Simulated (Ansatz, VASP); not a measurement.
# SnTePbS3 (1T-SnS2 under 1T-PbSTe, AB): VASP beside Ansatz

Wanted: the spread between two codes on one cell, functional and k mesh. The structure shown is the start of the Ansatz relaxation below; VASP solves that cell, so the two are compared at the walk's first step.

Calculated with Ansatz 0.2.0; plane waves, with VASP 6.6.1 beside it; single point at PBE with D3(BJ).

### Step 1. Set-up

The cell holds 6 atoms: 3 S, 1 Sn, 1 Te and 1 Pb. Its edges and angles: a = 3.673 Å, b = 3.673 Å, c = 46.598 Å, α = 90.0°, β = 90.0°, γ = 120.0°. Vacuum lies along c.

### Step 2. Ansatz: relaxation, PBE with D3(BJ)

Ansatz runs on its default PAW (the set named soft_2) files.

The two programs are compared at the cell with which this relaxation starts, whose forces are those of its first step.

The input, input.yaml:

```yaml
crystal:
  lattice:
    - [3.672846, 0.0, 0.0]
    - [-1.836423, 3.1807779402, 0.0]
    - [0.0, 0.0, 46.5978983838]
  atoms:
    - { symbol: S, position: [0.6666666667, 0.3333333333, 0.4163277889] }
    - { symbol: Sn, position: [0.0, 0.0, 0.4358047063] }
    - { symbol: S, position: [0.3333333333, 0.6666666667, 0.4552816238] }
    - { symbol: Te, position: [0.0, 0.0, 0.522881239] }
    - { symbol: Pb, position: [0.3333333333, 0.6666666667, 0.5596492571] }
    - { symbol: S, position: [0.6666666667, 0.3333333333, 0.5836722111] }
  periodic: [true, true, false]
kpoints:
  mp_grid: { grid: [12, 12, 1] }
hamiltonian:
  xc: pbe
  dispersion: d3bj
scf:
  occupations: { method: fermi_dirac, width: 0.05 }
  convergence: { dr2_threshold: 1.0e-09 }
relax:
  f_tol: 0.004
  max_steps: 90
  cell: {}
output:
  write_potential: true
  write_density: true
  volumetric_format: npy
```

Launch:

```sh
$ ansatz run input.yaml --threads 4 --pin off --max-ram 6144MiB --backend cpu --events-out ev --progress --plain --runs-dir out
```

Numbers of over 12 decimals in the logs are rounded to 6 here.

The program printed:

```text
Warning: relax.cell: scf.convergence.dr2_threshold = 1e-9 eV is looser than the 1.89414754226e-10 eV advised for a relaxation that steers and ends on the stress (1e-10 eV for each atom of the cell: 6, times the square of relax.cell.stress_2d_tol = 0.05 N/m over 17.8 Å (the atoms' height at the walk's start and 5 Å past either face), 2.809e-2 GPa, over a crystal's default 0.05). What an SCF threshold leaves in a stress goes as its square root, and in the free energy as the threshold itself, and one threshold admits the most on a small cell: [figures from the program's tests cut] Set scf.convergence.dr2_threshold to 1.89414754226e-10 eV or tighter. [rest of the remark cut]
Engine: ansatz 0.2.0, aarch64-unknown-linux-gnu
Pseudopotentials: kind: paw
Pseudopotential: S, paw, valence charge 6, recommended cutoff 420 eV (normal), S.paw.azcp
Pseudopotential: Sn, paw, valence charge 14, recommended cutoff 420 eV (normal), Sn.paw.azcp
Pseudopotential: Te, paw, valence charge 16, recommended cutoff 420 eV (normal), Te.paw.azcp
Pseudopotential: Pb, paw, valence charge 14, recommended cutoff 420 eV (normal), Pb.paw.azcp
Functional definition: PBE
  parameter kappa = 0.804
  parameter beta = 0.066725
  exchange = pbe_x(kappa = kappa, mu = beta*pi^2/3)
  correlation = pbe_c(beta = beta)
Crystal: 6 atoms, lattice volume = 544.380 Å³
Basis set: ecut = 420 eV, 10643 PW (Γ), exchange–correlation on 50×50×640 points (8 copies of the dense FFT grid, shifted against one another)
Bands: 38, of which v1, the nominal top of the filled ones, is band 31 counted from 1 (30 counted from 0)
Symmetry: 6 space group operations
Space group: P3m1 (ITA 156), of the structure as read, at distance tolerance 8.2e-5 Å
k-points: 19 of 144 (time reversal used)
Non-local potential: S, projectors of the file, l = 0: 2, l = 1: 2, l = 2: 2
Non-local potential: Sn, projectors of the file, l = 0: 2, l = 1: 2, l = 2: 2, l = 3: 2
Non-local potential: Te, projectors of the file, l = 0: 2, l = 1: 2, l = 2: 2, l = 3: 2
Non-local potential: Pb, projectors of the file, l = 0: 2, l = 1: 2, l = 2: 2, l = 3: 2
PAW form: soft (Blöchl's): semilocal exchange-correlation on the pseudo side does not see the compensation charge
PAW one-centre angular grid: S, 110 points (default); XC on 64 Gauss nodes
PAW one-centre angular grid: Sn, 590 points (default); XC on 64 Gauss nodes
PAW one-centre angular grid: Te, 590 points (default); XC on 64 Gauss nodes
PAW one-centre angular grid: Pb, 590 points (default); XC on 64 Gauss nodes
Initial density: superposition of atomic densities (neutral atoms: chi_scale 0, normalization atom), corrected by the library's trained network
Initial wavefunctions: pseudopotential atomic-orbital guess
Functional: x = pbe(κ = 0.804, μ = 0.219515), c = pbe(β = 0.066725)
SCF iter   1: F=—  HF=-27613.071071 eV  |F-HF|=—  |Δ(HF+E_count)|=         —  Δρ=1.68e-3  dr2=5.39e-2  ethr=1.77e-3  ⟨swp⟩=21.3  Hψ=6844  notcnv=0  defer=14
preconditioner: auto → LDOS  [insulator: Δε(μ)=0.131 eV  Ē_g=15.493 eV  σ=0.050 eV  W_gap=0.54  n_scr=28 (ndim 8)  ℏωp=11.5 eV  f_vac=0.752  D(μ)=1.41/eV (n_scr^D=10)  ε∞_Penn≈1.5  β→1.0]
SCF iter   2: F=—  HF=-27613.080249 eV  |F-HF|=—  |Δ(HF+E_count)|=   9.18e-3  Δρ=1.47e-3  dr2=1.16e-1  ethr=8.69e-5  ⟨swp⟩=6.4  Hψ=2211  notcnv=0  defer=28
SCF iter   3: F=—  HF=-27613.083873 eV  |F-HF|=—  |Δ(HF+E_count)|=   3.62e-3  Δρ=1.70e-3  dr2=1.38e-1  ethr=8.69e-5  ⟨swp⟩=6.5  Hψ=2226  notcnv=0  defer=26
SCF iter   4: F=—  HF=-27613.069056 eV  |F-HF|=—  |Δ(HF+E_count)|=   1.48e-2  Δρ=1.03e-3  dr2=4.79e-2  ethr=8.69e-5  ⟨swp⟩=3.4  Hψ=1299  notcnv=0  defer=24
SCF iter   5: F=—  HF=-27613.061441 eV  |F-HF|=—  |Δ(HF+E_count)|=   7.62e-3  Δρ=2.49e-4  dr2=2.50e-3  ethr=7.73e-5  ⟨swp⟩=3.5  Hψ=1281  notcnv=0  defer=24
SCF iter   6: F=—  HF=-27613.061474 eV  |F-HF|=—  |Δ(HF+E_count)|=   3.28e-5  Δρ=1.54e-4  dr2=1.39e-4  ethr=4.04e-6  ⟨swp⟩=3.0  Hψ=1419  notcnv=0  defer=24
SCF iter   7: F=—  HF=-27613.061438 eV  |F-HF|=—  |Δ(HF+E_count)|=   3.55e-5  Δρ=9.34e-5  dr2=6.67e-5  ethr=2.24e-7  ⟨swp⟩=2.9  Hψ=1382  notcnv=0  defer=24
SCF iter   8: F=—  HF=-27613.061441 eV  |F-HF|=—  |Δ(HF+E_count)|=   3.22e-6  Δρ=2.67e-5  dr2=6.34e-6  ethr=1.08e-7  ⟨swp⟩=2.9  Hψ=1394  notcnv=0  defer=24
SCF iter   9: F=—  HF=-27613.061442 eV  |F-HF|=—  |Δ(HF+E_count)|=   6.47e-7  Δρ=8.67e-6  dr2=6.12e-7  ethr=1.02e-8  ⟨swp⟩=3.3  Hψ=1529  notcnv=0  defer=24
[...]
SCF iter   5: F=—  HF=-27619.415243 eV  |F-HF|=—  |Δ(HF+E_count)|=   3.95e-8  Δρ=1.14e-6  dr2=2.81e-8  ethr=3.61e-10  ⟨swp⟩=3.4  Hψ=1439  notcnv=0
SCF iter   6: F=—  HF=-27619.415243 eV  |F-HF|=—  |Δ(HF+E_count)|=   8.86e-9  Δρ=4.24e-7  dr2=3.80e-9  ethr=4.52e-11  ⟨swp⟩=2.8  Hψ=1329  notcnv=0
SCF iter   7: F=-27619.415243 eV  HF=-27619.415243 eV  |F-HF|=2.06e-9  |Δ(HF+E_count)|=   3.26e-9  Δρ=1.60e-7  dr2=3.92e-10  ethr=1.61e-12  ⟨swp⟩=12.5  Hψ=5677  notcnv=0
SCF 11 converged in 7 iterations: F = -27619.415243 eV  dr2 = 3.92e-10
relax step  11: F+E_penalty+E_count = -27619.41524302 eV  Δ(F+E_penalty+E_count) = -2.391e-5 eV  max|allowed force component| = 3.319e-3 eV/Å  Δτ_max = 0.0017 Å  P = -0.001 N/m  Ω = 551.019 Å³  energy of the carried Pulay correction = -6.693e-4 eV  fix = [c, alpha, beta]  reactions: c -0.000 N/m  (7 SCF iters, accepted)
Initial wavefunctions: pseudopotential atomic-orbital guess (no wavefunctions were taken with the density)
iter 1 solved again at ethr=3.25e-7 eV; its pass at ethr=3.10e-3 eV (dr2=2.02e-4 eV) is discarded
SCF iter   1: F=—  HF=-27619.414458 eV  |F-HF|=—  |Δ(HF+E_count)|=         —  Δρ=4.30e-5  dr2=2.63e-7  ethr=3.25e-7  ⟨swp⟩=5.4  Hψ=8230  notcnv=0
SCF iter   2: F=—  HF=-27619.415572 eV  |F-HF|=—  |Δ(HF+E_count)|=   1.11e-3  Δρ=3.13e-6  dr2=5.54e-8  ethr=4.24e-10  ⟨swp⟩=5.1  Hψ=2389  notcnv=0
SCF iter   3: F=—  HF=-27619.415569 eV  |F-HF|=—  |Δ(HF+E_count)|=   3.02e-6  Δρ=1.57e-6  dr2=4.75e-8  ethr=8.94e-11  ⟨swp⟩=2.9  Hψ=1470  notcnv=0
SCF iter   4: F=—  HF=-27619.415572 eV  |F-HF|=—  |Δ(HF+E_count)|=   2.69e-6  Δρ=6.39e-7  dr2=8.96e-9  ethr=7.66e-11  ⟨swp⟩=2.8  Hψ=1118  notcnv=0
SCF iter   5: F=-27619.415572 eV  HF=-27619.415572 eV  |F-HF|=1.02e-7  |Δ(HF+E_count)|=   2.14e-7  Δρ=1.99e-7  dr2=4.00e-10  ethr=1.61e-12  ⟨swp⟩=15.1  Hψ=7139  notcnv=0
SCF 12 converged in 5 iterations: F = -27619.415572 eV  dr2 = 4.00e-10
relax step  12: F+E_penalty+E_count = -27619.41557233 eV  Δ(F+E_penalty+E_count) = -3.293e-4 eV  max|allowed force component| = 3.312e-3 eV/Å  Δτ_max = 0.0000 Å  P = -0.038 N/m  Ω = 551.019 Å³  fix = [c, alpha, beta]  reactions: c -0.000 N/m  stress off target by 3.82e-2 N/m on what of the cell is left free  SCF on the basis re-selected at this cell (its energy is not comparable with the rows above)  (5 SCF iters)
basis re-selected at this cell: Δ(F+E_penalty+E_count) = -3.293e-4 eV, ΔP = -0.037 N/m vs the last step (what re-selecting the basis moved, of the pressure what is left beyond the Pulay correction that the steps carried, after the strain that the cell walked since its last selection, with what the two solves' SCF thresholds leave and, on support functions, any second-order correction that the steps lacked; it is no m [...]
WARN: The output density's exchange-correlation potential varies sharply where the density is thin. Do not read a vacuum level from v_tot or v_xc, or from such a field of the output density. On a cell that repeats whose density bears no net charge and no dipole along the vacuum's axis use v_es (v_loc + v_h of the components); under efield.dipole_correction with no amplitude use v_es + v_field, which holds any externa [...]
SCF converged after 5 iterations
Free energy (F): -27619.415572 eV
Harris-Foulkes:  -27619.415572 eV  (|F-HF|=1.02e-7)
Internal energy: -27619.395876 eV  (E = F + TS)
E sigma→0 (E₀):  -27619.405724 eV
Entropy (-TS):   -0.019696 eV (-3.283 meV/atom)
Fermi energy:    -5.728698 eV
--- Per-component energies (eV) ---
  E_band       = -1283.841901
  E_kinetic    = 974.728453
  E_local      = -231644.965083  (includes V_loc(G=0)·N_el)
  E_nonlocal   = 95.917930
  E_hartree    = 115488.295385
  E_xc         = -1015.101265
  E_vxc        = -590.382728  (∫ρ·V_xc dr)
  E_paw        = -21012.183813  (= ΣΔE_a)
  E_vpaw       = -1095.736219  (= ΣTr[D̂ρ^β])
  E_aug_tail   = -0.000133  (compensation charges beyond the density's cutoff)
  E_ewald      = 109495.718691
  E_disp       = -1.806042  (pairwise vdW)
  E_smearing   = -0.019696  (= −TS)
  E_closure    = 0.000000  (closes the sum)
  Σ components = -27619.415572   (vs F -27619.415572, Δ=0.00e0)
--- Forces (eV/Å), atoms counted from 1 ---
  atom   1  S      0.00000000     0.00000000     0.00197163
  atom   2  Sn     0.00000000     0.00000000    -0.00331301
  atom   3  S      0.00000000    -0.00000000     0.00132750
  atom   4  Te     0.00000000    -0.00000000     0.00004378
  atom   5  Pb     0.00000000    -0.00000000    -0.00021416
  atom   6  S      0.00000000     0.00000000     0.00018074
  max |Σ_I F_I| component: 3.51e-6 eV/Å
--- 2D stress c σ (N/m, compression-positive) ---
       -0.038232      -0.000000       0.000000
       -0.000000      -0.038232       0.000000
        0.000000       0.000000      -0.000000
  P = ½ c Tr σ = -0.0382 N/m
--- Band table (eV; the first three rows and the last of 19) ---
  k-point 0: bands = [... 27 lower, -6.4487, -6.4487, -5.5958, -4.4198, -4.2082, -4.2082, -3.2496, -1.8675, ... 3 higher]
  k-point 1: bands = [... 27 lower, -6.9206, -6.5341, -5.3899, -4.7365, -4.3371, -4.2120, -2.8593, -1.8089, ... 3 higher]
  k-point 2: bands = [... 27 lower, -7.0721, -6.7569, -6.0243, -5.0703, -4.6487, -4.1508, -2.4013, -1.9094, ... 3 higher]
  k-point 18: bands = [... 27 lower, -7.9397, -7.7521, -7.5408, -6.8769, -6.3348, -4.3740, -2.7839, -2.5653, ... 3 higher]
  the weakly bound empty levels are not read free of the cell's end (no_gap_told)
--- Relaxed structure (11 steps of the walk, 11 accepted, 1 SCFs on fresh bases) ---
  F+E_penalty+E_count = -27619.41557233 eV   max|allowed force component| = 3.312e-3 eV/Å   (the final SCF, on the basis selected at the relaxed cell)
  cell:  # Å, volume = 551.0188 Å³
    - [3.695173, 8.262481717305661e-19, 0]
    - [-1.847586, 3.200113, 0]
    - [0, 0, 46.5978983838]
  atoms:
    - { symbol: S, position: [0.666667, 0.333333, 0.391697] }
    - { symbol: Sn, position: [-1.7654151829305505e-17, 0, 0.423271] }
    - { symbol: S, position: [0.333333, 0.666667, 0.455311] }
    - { symbol: Te, position: [-4.56883344887766e-18, 0, 0.519638] }
    - { symbol: Pb, position: [0.333333, 0.666667, 0.574893] }
    - { symbol: S, position: [0.666667, 0.333333, 0.608807] }
```

### Step 3. VASP: single point, PBE with D3(BJ), start cell

The same cell, functional, mesh and smearing now go to VASP, with its own data sets.

Lines of VASP's logs that name or quote its potential files are left out, and so is its time.

The input, INCAR:

```
SYSTEM = SnTePbS3
PREC = Accurate
ENCUT = 400
EDIFF = 1E-06
NELM = 120
ISMEAR = -1
SIGMA = 0.05
LREAL = .FALSE.
ALGO = Normal
GGA = PE
IVDW = 12
NBANDS = 32
LORBIT = 11
LWAVE = .FALSE.
LCHARG = .FALSE.
ISIF = 2
LDIPOL = .TRUE.
IDIPOL = 3
DIPOL = 0.5 0.5 0.495
LVHAR = .TRUE.
LASPH = .TRUE.
GGA_COMPAT = .FALSE.
NELMDL = -8
KPAR = 2
```

The input, POSCAR:

```
SnTePbS3
1.0
    3.6728460000      0.0000000000      0.0000000000
   -1.8364230000      3.1807780000      0.0000000000
    0.0000000000      0.0000000000     46.5978980000
S Sn Te Pb
3 1 1 1
Direct
    0.6666666143      0.3333332285      0.4163277923
    0.3333333857      0.6666667715      0.4552816309
    0.6666666143      0.3333332285      0.5836722077
    0.0000000000      0.0000000000      0.4358047009
    0.0000000000      0.0000000000      0.5228812467
    0.3333333857      0.6666667715      0.5596492571
```

The input, KPOINTS:

```
Automatic mesh
0
Gamma
12 12 1
0 0 0
```

The projector-augmented-wave data sets are S, Sn_d, Te and Pb_d (PBE family, release 64).

Launch:

```sh
$ mpirun -np 2 vasp_std
```

The program printed:

```text
[banner, memory and clock lines left out]
running    2 mpi-ranks, on    1 nodes
 distrk:  each k-point on    1 cores,    2 groups
 distr:  one band on    1 cores,    1 groups

 POSCAR found type information on POSCAR S SnTePb
 POSCAR found :  4 types and       6 ions
 LDA part: xc-table for (Slater+PW92), standard interpolation
 POSCAR, INCAR and KPOINTS ok, starting setup
 FFT: planning ... GRIDC
 FFT: planning ... GRID_SOFT
 FFT: planning ... GRID
 WAVECAR not read
 entering main loop
       N       E                     dE             d eps       ncg     rms          rms(c)
DAV:   1     0.451610194502E+03    0.45161E+03   -0.19120E+04  1448   0.106E+03
DAV:   2     0.364696582350E+02   -0.41514E+03   -0.40932E+03  1696   0.293E+02
DAV:   3    -0.158892651064E+02   -0.52359E+02   -0.51981E+02  1488   0.131E+02
DAV:   4    -0.183629781232E+02   -0.24737E+01   -0.24624E+01  1792   0.352E+01
DAV:   5    -0.184158272486E+02   -0.52849E-01   -0.52822E-01  1768   0.462E+00
DAV:   6    -0.184175271678E+02   -0.16999E-02   -0.16997E-02  1896   0.813E-01
DAV:   7    -0.184175615720E+02   -0.34404E-04   -0.34402E-04  1840   0.110E-01
DAV:   8    -0.184175626009E+02   -0.10288E-05   -0.10289E-05  1712   0.173E-02    0.195E+01
DAV:   9    -0.172051617694E+02    0.12124E+01   -0.20755E+00  1752   0.169E+01    0.126E+01
DAV:  10    -0.171280889519E+02    0.77073E-01   -0.20473E+00  1936   0.102E+01    0.207E+00
DAV:  11    -0.170626392810E+02    0.65450E-01   -0.41958E-01  1840   0.640E+00    0.113E+00
DAV:  12    -0.170587988550E+02    0.38404E-02   -0.85451E-02  1552   0.146E+00    0.580E-01
DAV:  13    -0.170597052401E+02   -0.90639E-03   -0.10797E-02  1592   0.827E-01    0.260E-01
DAV:  14    -0.170595546798E+02    0.15056E-03   -0.10252E-03  1728   0.241E-01    0.139E-01
[...]
DAV:  21    -0.170596843110E+02   -0.31066E-04   -0.15646E-06  1176   0.413E-03    0.367E-03
DAV:  22    -0.170597118575E+02   -0.27547E-04   -0.11108E-06  1080   0.317E-03    0.163E-03
DAV:  23    -0.170597209589E+02   -0.91014E-05   -0.27190E-07  1072   0.242E-03    0.685E-04
DAV:  24    -0.170597272285E+02   -0.62696E-05   -0.10786E-07  1000   0.152E-03    0.780E-04
DAV:  25    -0.170597314009E+02   -0.41724E-05   -0.63337E-08  1032   0.126E-03    0.358E-04
DAV:  26    -0.170597341379E+02   -0.27370E-05   -0.40778E-08   944   0.806E-04    0.238E-04
DAV:  27    -0.170597353132E+02   -0.11753E-05   -0.34480E-08   976   0.739E-04    0.133E-04
DAV:  28    -0.170597356039E+02   -0.29072E-06   -0.74331E-09   888   0.467E-04
   1 F= -.19187608E+02 E0= -.19181914E+02  d E =-.113879E-01
```

[end of part 1 of 2]

[Lines on the potential files, build, host, timing and source positions are cut from VASP's logs without a mark.]

[Logs are printed without paths, hosts, clocks, repeated set-up lines and the standing remarks that a program may print on its own settings, such as how far it seeks lower states.]

[Hosts, paths, dates, database ids (printed as entryN), source tags and the programs' standing remarks are cut or masked in the printed files.]
